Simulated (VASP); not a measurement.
A convergence study with VASP on BaTe (rock salt): one setting is varied, all else stays as given below, so the limit is that of these other settings. Each run relaxes cell and ions from the cell shown.

```
CELL_PARAMETERS angstrom
      0.00000     3.50000     3.50000
      3.50000     0.00000     3.50000
      3.50000     3.50000     0.00000
ATOMIC_POSITIONS crystal
  Ba 0.00000 0.00000 0.00000
  Te 0.50000 0.50000 0.50000
```

Computed with PBE GGA, VASP's PBE PAW potentials (set 64) (plane waves; VASP). The tightest run used: 550 eV cut-off, 10×10×10 Γ-centred mesh, Gaussian smearing of 0.050 eV, potentials Ba_sv Te.

Unless said otherwise, spin-orbit coupling is left out, though it shifts the bands of the heavy elements here. Gaps are read on the run's mesh, which can miss a band edge.

The settings run are 2×2×2 mesh; 3×3×3 mesh; 4×4×4 mesh; 6×6×6 mesh; 7×7×7 mesh; 8×8×8 mesh; 9×9×9 mesh; 10×10×10 mesh. From which on does the relaxed volume stay within 0.1 Å³/atom of the tightest run?

From 4×4×4 mesh on: it is off by 0.081 there and by no more than 0.1 in any finer run, while 3×3×3 mesh is off by 0.345.
```csv
setting,relaxed volume (Å³/atom),E (eV/atom),gap on the mesh (eV),irreducible k-points,difference judged (Å³/atom)
2×2×2 mesh,46.731,-4.1139,1.551,3,2.205
3×3×3 mesh,44.871,-4.2919,1.834,4,0.345
4×4×4 mesh,44.607,-4.3105,1.596,8,0.081
6×6×6 mesh,44.532,-4.3146,1.598,16,0.006
7×7×7 mesh,44.529,-4.3147,1.645,20,0.002
8×8×8 mesh,44.527,-4.3148,1.599,29,0.001
9×9×9 mesh,44.526,-4.3148,1.627,35,0.000
10×10×10 mesh,44.526,-4.3148,1.599,47,0.000
```

Left out are rungs that failed or repeat a setting and relaxations that didn't move; long series are thinned to 24 rows.

The compound is BaTe in the rock salt structure.
